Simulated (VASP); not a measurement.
SnO$_{2}$ (rutile), at 1.04 of the tabulated volume:

```yaml
crystal:
  lattice:
    - [4.80238, 0.00000, 0.00000]
    - [0.00000, 4.80238, 0.00000]
    - [0.00000, 0.00000, 3.23198]
  atoms:
    - { symbol: Sn, position: [0.00000, 0.00000, 0.00000] }
    - { symbol: Sn, position: [0.50000, 0.50000, 0.50000] }
    - { symbol: O, position: [0.30700, 0.30700, 0.00000] }
    - { symbol: O, position: [0.80700, 0.19300, 0.50000] }
    - { symbol: O, position: [0.19300, 0.80700, 0.50000] }
    - { symbol: O, position: [0.69300, 0.69300, 0.00000] }
```

The lowest empty band near Γ, direction a*, from PBE with spin-orbit coupling in VASP (PAW); its two spin partners are averaged. The gap over the points computed is 0.80 eV, and the next band on that side lies 4.96 eV away at the edge.

Numerical set-up: 520 eV cut-off, 5×5×8 Γ-centred mesh, Gaussian smearing of 0.050 eV, potentials Sn_d O.

| distance from the edge in k (1/Å) | distance in energy (meV) |
|---|---|
| 0.012 | 3.0 |
| 0.018 | 6.9 |
| 0.025 | 13.2 |
| 0.035 | 25.8 |
| 0.050 | 51.9 |
| 0.070 | 99.2 |

Q: Fit E(1 + αE) = ħ²k²/2m* (ħ²/2m0 = 3.810 eV Å²) and predict the row at 0.095 1/Å.

A: Least squares on the energies gives the electron mass m* = 0.179 m0 and α = 0.55 per eV, and so 175.7 meV. The run gave 175.8 meV, +0.1 meV from the fit.

Left out are points under 3 meV from the edge, since the levels carry 0.1 meV, and points farther than half the way to the next band.

The compound is SnO2 in the rutile structure. The cell was not relaxed at this level, forces remain on its atoms.
